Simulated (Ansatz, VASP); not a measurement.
# CdS (Greenockite) in two plane-wave programs

Wanted: the spread between two codes on one cell, functional and k mesh. Of the first pair: The structure shown is the start of the Ansatz relaxation below; VASP solves that cell, so the two are compared at the walk's first step.

Method: plane waves, with VASP 6.6.1 beside it; single point at LDA, in Ansatz 0.2.0.

### 1. Starting point

It takes space group P6_3mc (No. 186, hexagonal). The conventional cell has a = 4.088 Å, b = 4.088 Å, c = 6.506 Å, α = 90.00°, β = 90.00°, γ = 120.00°. Nearest to S lie 4 Cd at 2.47 to 2.49 Å. Nearest to Cd lie 4 S at 2.47 to 2.49 Å. Farther neighbours and most contacts between anions are not listed.

### 2. Ansatz: relaxation, LDA

Ansatz runs on its PAW soft_1 files.

The two programs are compared at the cell with which this relaxation starts, whose forces are those of its first step.

input.yaml

```yaml
crystal:
  lattice:
    - [4.087503704, 0.0, 0.0]
    - [-2.043751852, 3.5398820458, 0.0]
    - [0.0, 0.0, 6.5059868784]
  atoms:
    - { symbol: S, position: [0.3333333371, 0.6666666629, 0.3771603889] }
    - { symbol: S, position: [0.6666666629, 0.3333333371, 0.8771603889] }
    - { symbol: Cd, position: [0.3333333279, 0.6666666721, -0.0021603889] }
    - { symbol: Cd, position: [0.6666666721, 0.3333333279, 0.4978396111] }
kpoints:
  mp_grid: { grid: [15, 15, 8] }
hamiltonian:
  xc: lda
  pseudopotentials: { kind: paw, azcp: { folder: soft_1 }, xc_functional: pbe }
scf:
  occupations: { method: gaussian, width: 0.02 }
output:
  forces: true
  stress: true
  eigenvalues: true
relax:
  adjacent_minimum: "off"
  f_tol: 0.001
  max_steps: 60
  cell: { stress_tol: 0.01, fix: [c, angles] }
```

The run is started by

```bash
$ ansatz run input.yaml --threads 8 --pin off --max-ram 16384MiB --backend cpu --events-out ev --progress --plain --runs-dir out
```

Numbers of over 12 decimals in the logs are rounded to 6 here.

The log of the run:

```text
Warning: crystal.symmetry: narrowed to the stabiliser of the fixed cell quantities (relax.cell.fix) — unitary ops 12 → 4. The narrowing is safe, since a smaller group never makes results wrong: the run goes on under it, on as many k-points as the starting group would need, or more. Excluded: 8 operations that would move a fixed cell quantity at a test strain (relax.cell.fix fixes c, alpha, beta, gamma). The cell can leave their symmetry as it relaxes.
Engine: ansatz 0.2.0, aarch64-unknown-linux-gnu
Pseudopotentials: kind: paw
Pseudopotential: S, paw, valence charge 6, recommended cutoff 420 eV (normal), soft_1/S.paw.azcp
Pseudopotential: Cd, paw, valence charge 20, recommended cutoff 420 eV (normal), soft_1/Cd.paw.azcp
Functional definition: SPW92
  exchange = slater_x
  correlation = pw_c
Crystal: 4 atoms, lattice volume = 94.137 Å³
Basis set: ecut = 420 eV, 1809 PW (Γ)
Bands: 32, of which v1, the nominal top of the filled ones, is band 26 counted from 1 (25 counted from 0)
Symmetry: 4 space group operations
k-points: 320 of 1800 (time reversal used)
Non-local potential: S, projectors of the file, l = 0: 2, l = 1: 2, l = 2: 1
Non-local potential: Cd, projectors of the file, l = 0: 3, l = 1: 2, l = 2: 2, l = 3: 1
PAW form: soft (Blöchl's): semilocal exchange-correlation on the pseudo side does not see the compensation charge
PAW frozen core: S, regenerated for the run's functional, and the local potential with it (the file was generated under x = pbe(κ = 0.804, μ = 0.219515), c = pbe(β = 0.066725))
PAW frozen core: Cd, regenerated for the run's functional, and the local potential with it (the file was generated under x = pbe(κ = 0.804, μ = 0.219515), c = pbe(β = 0.066725))
PAW one-centre angular grid: S, 110 points (default); XC on 64 Gauss nodes
PAW one-centre angular grid: Cd, 590 points (default); XC on 64 Gauss nodes
Initial density: superposition of atomic densities (chi_scale 0.1, normalization cell, long waves kept (reshape's long-wave potential 0.00 eV rms))
Initial wavefunctions: pseudopotential atomic-orbital guess
Functional: x = slater, c = lda
SCF iter   1: F=—  HF=-17977.531407 eV  |F-HF|=—  |Δ(HF+E_count)|=         —  Δρ=2.36e-2  dr2=4.59e-1  ethr=3.10e-3  ⟨swp⟩=7.6  Hψ=46773  notcnv=0
preconditioner: auto → Resta (q_TF=auto, 2.471 Å⁻¹)  ε∞=4.7  [insulator: Δε(μ)=1.331 eV  Ē_g=11.929 eV  σ=0.020 eV  W_gap=1.00  n_scr=22 (ndim 8)  ℏωp=23.0 eV  f_vac=0.060  D(μ)=0.00/eV (n_scr^D=0)  ε∞_Penn≈4.7]
SCF iter   2: F=—  HF=-17977.423231 eV  |F-HF|=—  |Δ(HF+E_count)|=   1.08e-1  Δρ=1.22e-2  dr2=1.18e-1  ethr=8.82e-4  ⟨swp⟩=3.0  Hψ=19578  notcnv=0  defer=546
SCF iter   3: F=—  HF=-17977.399929 eV  |F-HF|=—  |Δ(HF+E_count)|=   2.33e-2  Δρ=3.65e-3  dr2=1.21e-2  ethr=2.28e-4  ⟨swp⟩=2.1  Hψ=12905  notcnv=0  defer=546
SCF iter   4: F=—  HF=-17977.397370 eV  |F-HF|=—  |Δ(HF+E_count)|=   2.56e-3  Δρ=8.36e-4  dr2=8.62e-4  ethr=2.33e-5  ⟨swp⟩=2.0  Hψ=16188  notcnv=0  defer=546
SCF iter   5: F=—  HF=-17977.397526 eV  |F-HF|=—  |Δ(HF+E_count)|=   1.57e-4  Δρ=3.51e-4  dr2=1.55e-4  ethr=1.66e-6  ⟨swp⟩=2.7  Hψ=17840  notcnv=0  defer=546
SCF iter   6: F=—  HF=-17977.397588 eV  |F-HF|=—  |Δ(HF+E_count)|=   6.17e-5  Δρ=7.11e-5  dr2=3.80e-6  ethr=2.98e-7  ⟨swp⟩=2.9  Hψ=15635  notcnv=0  defer=546
SCF iter   7: F=—  HF=-17977.397613 eV  |F-HF|=—  |Δ(HF+E_count)|=   2.52e-5  Δρ=1.12e-5  dr2=1.54e-7  ethr=7.30e-9  ⟨swp⟩=2.0  Hψ=17372  notcnv=0  defer=546
SCF iter   8: F=-17977.397613 eV  HF=-17977.397613 eV  |F-HF|=1.82e-9  |Δ(HF+E_count)|=   5.75e-8  Δρ=2.24e-6  dr2=6.24e-9  ethr=1.92e-10  ⟨swp⟩=10.7  Hψ=45896  notcnv=0
SCF 1 converged in 8 iterations: F = -17977.397613 eV  dr2 = 6.24e-9
  greatest PAW one-centre occupation: 1.001 electrons in one spin orbital (limit 2), on the Cd atom at site 3 (counted from 0), in its partial waves of l = 0
relax step   1: F+E_penalty+E_count = -17977.39761338 eV  Δ(F+E_penalty+E_count) = +0.000e0 eV  max|allowed force component| = 9.694e-2 eV/Å  Δτ_max = 0.0000 Å  P = +0.958 GPa  Ω = 94.137 Å³  fix = [c, alpha, beta, gamma]  reactions: c +2.288 GPa; gamma -0.000 GPa/rad  (8 SCF iters, dr2 threshold 1.00e-7 eV, accepted)
[...]
relax step   2: F+E_penalty+E_count = -17977.39978174 eV  Δ(F+E_penalty+E_count) = -2.168e-3 eV  max|allowed force component| = 4.800e-2 eV/Å  Δτ_max = 0.0063 Å  P = +0.543 GPa  Ω = 94.664 Å³  energy of the carried Pulay correction = -8.294e-5 eV  fix = [c, alpha, beta, gamma]  reactions: c +1.689 GPa; gamma -0.000 GPa/rad  (5 SCF iters, dr2 threshold 4.00e-7 eV, accepted)
[...]
relax step   3: F+E_penalty+E_count = -17977.40021943 eV  Δ(F+E_penalty+E_count) = -4.377e-4 eV  max|allowed force component| = 3.411e-4 eV/Å  Δτ_max = 0.0048 Å  P = +0.463 GPa  Ω = 94.754 Å³  energy of the carried Pulay correction = -9.706e-5 eV  fix = [c, alpha, beta, gamma]  reactions: c +1.357 GPa; gamma -0.000 GPa/rad  (4 SCF iters, dr2 threshold 1.44e-7 eV, accepted)
[...]
relax step   4: F+E_penalty+E_count = -17977.40021735 eV  Δ(F+E_penalty+E_count) = +2.078e-6 eV  max|allowed force component| = 1.061e-4 eV/Å  Δτ_max = 0.0001 Å  P = +0.448 GPa  Ω = 94.774 Å³  energy of the carried Pulay correction = -1.002e-4 eV  fix = [c, alpha, beta, gamma]  reactions: c +1.343 GPa; gamma -0.000 GPa/rad  (4 SCF iters, dr2 threshold 5.93e-10 eV, accepted)
[...]
relax step   5: F+E_penalty+E_count = -17977.40031721 eV  Δ(F+E_penalty+E_count) = -9.986e-5 eV  max|allowed force component| = 1.084e-4 eV/Å  Δτ_max = 0.0000 Å  P = +0.448 GPa  Ω = 94.774 Å³  fix = [c, alpha, beta, gamma]  reactions: c +1.343 GPa; gamma -0.000 GPa/rad  stress off target by 1.18e-4 GPa on what of the cell is left free  SCF on the basis re-selected at this cell (its energy is not comparable with the rows above)  (6 SCF iters)
basis re-selected at this cell: Δ(F+E_penalty+E_count) = -9.986e-5 eV, ΔP = +0.000 GPa vs the last step (what re-selecting the basis moved, of the pressure what is left beyond the Pulay correction that the steps carried, after the strain that the cell walked since its last selection, with what the two solves' SCF thresholds leave and, on support functions, any second-order correction that the steps lacked; it is no m [...]
SCF converged after 6 iterations
Free energy (F): -17977.400317 eV
Harris-Foulkes:  -17977.400317 eV  (|F-HF|=0.00e0)
Internal energy: -17977.400317 eV  (E = F + TS)
E sigma→0 (E₀):  -17977.400317 eV
Fermi energy:    7.813044 eV
--- Per-component energies (eV) ---
  E_band       = -999.578802
  E_kinetic    = 1095.503136
  E_local      = -7964.151443  (includes V_loc(G=0)·N_el)
  E_nonlocal   = 325.338606
  E_hartree    = 3619.307321
  E_xc         = -488.685655
  E_vxc        = -559.362119  (∫ρ·V_xc dr)
  E_paw        = -9079.122683  (= ΣΔE_a)
  E_vpaw       = -1135.522224  (= ΣTr[D̂ρ^β])
  E_aug_tail   = 0.000538  (compensation charges beyond the density's cutoff)
  E_ewald      = -5487.429672
  E_core_change = 1.839534  (= ΣΔE_core)
  E_smearing   = -0.000000  (= −TS)
  E_closure    = 0.000000  (closes the sum)
  Σ components = -17977.400317   (vs F -17977.400317, Δ=0.00e0)
--- Forces (eV/Å), atoms counted from 1 ---
  atom   1  S      0.00000001    -0.00000001    -0.00010834
  atom   2  S     -0.00000001     0.00000001    -0.00010834
  atom   3  Cd     0.00000000    -0.00000000     0.00010839
  atom   4  Cd    -0.00000000     0.00000000     0.00010839
  max |Σ_I F_I| component: 1.07e-7 eV/Å
--- Stress (GPa, compression-positive) ---
        0.000117       0.000001       0.000000
        0.000001       0.000118      -0.000000
        0.000000      -0.000000       1.343116
  P = ⅓ Tr σ = 0.4478 GPa (4.478 kbar)
--- Band table (eV; the first three rows and the last of 320) ---
  k-point 0: bands = [... 22 lower, 6.3920, 7.2640, 7.2640, 7.2764, 8.3497, 9.7074, 13.4412, 13.4412, ... 2 higher]
  k-point 1: bands = [... 22 lower, 6.4230, 6.8932, 7.2284, 7.2284, 8.7126, 9.7384, 13.4543, 13.4543, ... 2 higher]
  k-point 2: bands = [... 22 lower, 6.5122, 6.5122, 7.1282, 7.1282, 9.2931, 9.8234, 13.4976, 13.5050, ... 2 higher]
  k-point 319: bands = [... 22 lower, 5.7430, 5.7430, 5.9120, 5.9120, 10.6169, 10.6169, 12.4941, 12.4941, ... 2 higher]
--- Relaxed structure (4 steps of the walk, 4 accepted, 1 SCFs on fresh bases) ---
  F+E_penalty+E_count = -17977.40031721 eV   max|allowed force component| = 1.084e-4 eV/Å   (the final SCF, on the basis selected at the relaxed cell)
  cell:  # Å, volume = 94.7739 Å³
    - [4.101309, -6.93789313752864e-19, 0.0]
    - [-2.050654, 3.551838, 0.0]
    - [0.0, 0.0, 6.5059868784]
  atoms:
    - { symbol: S, position: [0.333333, 0.666667, 0.378878] }
    - { symbol: S, position: [0.666667, 0.333333, 0.878878] }
    - { symbol: Cd, position: [0.333333, 0.666667, -0.00387795] }
    - { symbol: Cd, position: [0.666667, 0.333333, 0.496122] }
```

In the SCF lines HF is the Harris–Foulkes energy and dr2 the Hartree energy of the density residual, in eV; the loop may stop once dr2 is under the threshold and the program's other checks hold. Hψ counts applications of the Hamiltonian.

### 3. VASP: single point, LDA, start cell, pair 1

The same cell, functional (in two slightly different forms), mesh and smearing now go to VASP, with its own data sets.

Lines of VASP's logs that name or quote its potential files are left out, and so is its time.

INCAR

```
SYSTEM = CdS
PREC = Accurate
ENCUT = 400
EDIFF = 1E-06
NELM = 120
ISMEAR = 0
SIGMA = 0.02
LREAL = .FALSE.
ALGO = Normal
GGA = CA
NBANDS = 24
LORBIT = 11
LWAVE = .FALSE.
LCHARG = .FALSE.
ISIF = 2
LASPH = .TRUE.
GGA_COMPAT = .FALSE.
EFERMI = MIDGAP
KPAR = 2
```

POSCAR

```
CdS
1.0
    4.0875040000      0.0000000000      0.0000000000
   -2.0437520000      3.5398820000      0.0000000000
    0.0000000000      0.0000000000      6.5059870000
S Cd
2 2
Direct
    0.3333332863      0.6666665725      0.3771604524
    0.6666667137      0.3333334275      0.8771603755
    0.3333332863      0.6666665725      0.9978396821
    0.6666667137      0.3333334275      0.4978396053
```

KPOINTS

```
Automatic mesh
0
Gamma
15 15 8
0 0 0
```

Potentials, in the order of the species: S and Cd (LDA family, release 64).

The run is started by

```bash
$ mpirun -np 2 vasp_std
```

The log of the run:

```text
[banner, memory and clock lines left out]
running    2 mpi-ranks, on    1 nodes
 distrk:  each k-point on    1 cores,    2 groups
 distr:  one band on    1 cores,    1 groups

 POSCAR found type information on POSCAR S Cd
 POSCAR found :  2 types and       4 ions
 LDA part: xc-table for (Slater(with rela. corr.)+CA(PZ))
 , standard interpolation
 POSCAR, INCAR and KPOINTS ok, starting setup
 FFT: planning ... GRIDC
 FFT: planning ... GRID_SOFT
 FFT: planning ... GRID
 WAVECAR not read
 entering main loop
       N       E                     dE             d eps       ncg     rms          rms(c)
DAV:   1     0.215597616539E+03    0.21560E+03   -0.15566E+04  6512   0.113E+03
DAV:   2    -0.546395107233E+01   -0.22106E+03   -0.21551E+03  7624   0.317E+02
DAV:   3    -0.157359385994E+02   -0.10272E+02   -0.10243E+02  7872   0.708E+01
DAV:   4    -0.158276673396E+02   -0.91729E-01   -0.91701E-01  7760   0.653E+00
DAV:   5    -0.158293009840E+02   -0.16336E-02   -0.16336E-02  8144   0.823E-01    0.129E+01
DAV:   6    -0.148478656281E+02    0.98144E+00   -0.20576E+00  8696   0.162E+01    0.980E+00
DAV:   7    -0.148151010319E+02    0.32765E-01   -0.80910E-01  7608   0.513E+00    0.363E+00
DAV:   8    -0.147996421683E+02    0.15459E-01   -0.13972E-01  7760   0.381E+00    0.594E-01
DAV:   9    -0.147981000315E+02    0.15421E-02   -0.20974E-02  8176   0.194E+00    0.169E-01
DAV:  10    -0.147977876886E+02    0.31234E-03   -0.13232E-03  8152   0.439E-01    0.767E-02
DAV:  11    -0.147978014488E+02   -0.13760E-04   -0.13278E-04  8008   0.733E-02    0.850E-02
DAV:  12    -0.147978022509E+02   -0.80207E-06   -0.45585E-06  7784   0.117E-02
   1 F= -.14797802E+02 E0= -.14797802E+02  d E =0.000000E+00
```

Parts of OUTCAR (step 3):

```text
ion  position               nearest neighbor table
   1  0.333  0.667  0.377-   3 2.47   4 2.49   4 2.49   4 2.49
   2  0.667  0.333  0.877-   4 2.47   3 2.49   3 2.49   3 2.49
   3  0.333  0.667  0.998-   1 2.47   2 2.49   2 2.49   2 2.49
   4  0.667  0.333  0.498-   2 2.47   1 2.49   1 2.49   1 2.49

  LATTYP: Found a hexagonal cell.
 ALAT       =     4.0875040000
 C/A-ratio  =     1.5916772192

 Subroutine GETGRP returns: Found 12 space group operations
 (whereof  6 operations were pure point group operations)

The static configuration has the point symmetry C_3v.
 The point group associated with its full space group is C_6v.

 Found    135 irreducible k-points:

   k-points           NKPTS =    135   k-points in BZ     NKDIM =    135   number of bands    NBANDS=     24

   dimension x,y,z NGX =    28 NGY =   28 NGZ =   42
   dimension x,y,z NGXF=    56 NGYF=   56 NGZF=   84

   ENCUT  =  400.0 eV  29.40 Ry    5.42 a.u.   6.67  6.67 10.61*2*pi/ulx,y,z

   NELECT =      36.0000    total number of electrons

 k-points in reciprocal lattice and weights: Automatic mesh
   0.00000000  0.00000000  0.00000000       0.001
   0.06666667 -0.00000000  0.00000000       0.003
   0.13333333  0.00000000  0.00000000       0.003
   0.20000000 -0.00000000  0.00000000       0.003
   0.26666667  0.00000000  0.00000000       0.003
   0.33333333 -0.00000000  0.00000000       0.003
   0.40000000 -0.00000000  0.00000000       0.003
   0.46666667  0.00000000  0.00000000       0.003
   0.06666667  0.06666667  0.00000000       0.003
[...]
0.33333333  0.26666667  0.50000000       0.007
   0.33333333  0.33333333  0.50000000       0.001

 average (electrostatic) potential at core
       1 -89.4802       2 -89.4802       3 -39.7628       4 -39.7628

 E-fermi :   2.1390

 k-point     1 :       0.0000    0.0000    0.0000
  band No.  band energies     occupation
    ...
     14       0.6783      2.00000
     15       0.6783      2.00000
     16       1.5769      2.00000
     17       1.5769      2.00000
     18       1.5796      2.00000
     19       2.6984      0.00000
     20       4.0927      0.00000
     21       7.7784      0.00000
     22       7.7784      0.00000
     23       8.4224      0.00000
    ...

 k-point     2 :       0.0667   -0.0000    0.0000
  band No.  band energies     occupation
    ...
     14       0.4559      2.00000
     15       0.6118      2.00000
     16       1.2267      2.00000
     17       1.5410      2.00000
     18       1.5412      2.00000
     19       3.0397      0.00000
     20       4.3053      0.00000
     21       7.5979      0.00000
     22       7.8590      0.00000
     23       8.5018      0.00000
    ...

 k-point     3 :       0.1333    0.0000    0.0000
  band No.  band energies     occupation
    ...
     14      -0.0768      2.00000
     15       0.4332      2.00000
     16       0.6096      2.00000
     17       1.4257      2.00000
     18       1.4377      2.00000
     19       3.6252      0.00000
     20       4.7804      0.00000
     21       7.2415      0.00000
     22       8.0698      0.00000
     23       8.4609      0.00000
    ...

  Total        0.3349078      0.3349077      1.5252065      0.0000000      0.0000000      0.0000000
  in kB        5.7000102      5.7000092     25.9584687      0.0000000      0.0000000      0.0000000
  external PRESSURE =      12.4528294 kB  Pullay stress =       0.0000000 kB

  energy-cutoff  :      400.00
  volume of cell :       94.14
      direct lattice vectors                 reciprocal lattice vectors
     4.087504000  0.000000000  0.000000000     0.244648079  0.141247646  0.000000000
    -2.043752000  3.539882000  0.000000000     0.000000000  0.282495292  0.000000000
     0.000000000  0.000000000  6.505987000     0.000000000  0.000000000  0.153704580

 POSITION                                       TOTAL-FORCE (eV/Angst)
 -----------------------------------------------------------------------------------
      0.00000      2.35992      2.45380         0.000000      0.000000      0.102575
      2.04375      1.17996      5.70679        -0.000000     -0.000000      0.102575
      0.00000      2.35992      6.49193         0.000000      0.000000     -0.102575
      2.04375      1.17996      3.23894        -0.000000     -0.000000     -0.102575
 -----------------------------------------------------------------------------------
    total drift:                               -0.000000     -0.000000     -0.001146

  FREE ENERGIE OF THE ION-ELECTRON SYSTEM (eV)
  ---------------------------------------------------
  free  energy   TOTEN  =       -14.7978022509 eV

  energy  without entropy=      -14.7978022509  energy(sigma->0) =      -14.79780225

 total charge
# of ion       s       p       d       tot
------------------------------------------
    1        1.322   2.400   0.000   3.722
    2        1.322   2.400   0.000   3.722
    3        0.451   0.366   9.551  10.369
    4        0.451   0.366   9.551  10.369
--------------------------------------------------
tot          3.545   5.534  19.103  28.182

[... 3 further parts left out ...]
```

The run ends at a pressure of 1.25 GPa, with forces up to 0.10 eV/Å.

### 4. Side by side

Known differences besides the potentials themselves: the two LDA forms differ slightly; the data sets hold 52 valence electrons in Ansatz (on its PAW soft_1 files) and 36 in VASP; the cutoff is 420 eV in Ansatz and 400 eV in VASP; VASP's log shows a relativistic correction to its local exchange, Ansatz's none. Total energies have different zeros and are not compared.

Forces (eV/Å; atoms numbered as in POSCAR):

| atom | Ansatz x, y, z | VASP x, y, z |
| --- | --- | --- |
| S1 | 0.000, 0.000, 0.097 | 0.000, 0.000, 0.103 |
| S2 | 0.000, 0.000, 0.097 | 0.000, 0.000, 0.103 |
| Cd3 | 0.000, 0.000, -0.097 | 0.000, 0.000, -0.103 |
| Cd4 | 0.000, 0.000, -0.097 | 0.000, 0.000, -0.103 |

The forces differ by 3.2 meV/Å r.m.s., which is 5.5 % of the r.m.s. force of 0.059 eV/Å (both taken over all components).

### 5. Ansatz: relaxation, LDA

This run makes the geometry at which the two programs are then compared. The cell compared in this pair holds 94.77 Å³, against 94.14 Å³ for the pair before.

The structure compared here is the end of the Ansatz relaxation.

input.yaml is that of step 2.

The run is started by

```bash
$ ansatz run input.yaml --threads 8 --pin off --max-ram 16384MiB --backend cpu --events-out ev --progress --plain --runs-dir out
```

The log of the run:

```text
[...]
Crystal: 4 atoms, lattice volume = 94.137 Å³
Basis set: ecut = 420 eV, 1809 PW (Γ)
Bands: 32, of which v1, the nominal top of the filled ones, is band 26 counted from 1 (25 counted from 0)
Symmetry: 4 space group operations
k-points: 320 of 1800 (time reversal used)
[...]
--- Relaxed structure (4 steps of the walk, 4 accepted, 1 SCFs on fresh bases) ---
[...]
cell:  # Å, volume = 94.7739 Å³
    - [4.101309, -6.93789313752864e-19, 0.0]
    - [-2.050654, 3.551838, 0.0]
    - [0.0, 0.0, 6.5059868784]
  atoms:
    - { symbol: S, position: [0.333333, 0.666667, 0.378878] }
    - { symbol: S, position: [0.666667, 0.333333, 0.878878] }
    - { symbol: Cd, position: [0.333333, 0.666667, -0.00387795] }
    - { symbol: Cd, position: [0.666667, 0.333333, 0.496122] }
[key lines of the parts left out:]
SCF converged after 6 iterations
Free energy (F): -17977.400317 eV
Fermi energy:    7.813044 eV
P = ⅓ Tr σ = 0.4478 GPa (4.478 kbar)
```

(Continued in part 2 of 2.)

[Lines on the potential files, build, host, timing and source positions are cut from VASP's logs without a mark.]

[Logs are printed without paths, hosts, clocks, repeated set-up lines and the standing remarks that a program may print on its own settings, such as how far it seeks lower states.]

[Hosts, paths, dates, database ids (printed as entryN), source tags and the programs' standing remarks are cut or masked in the printed files.]
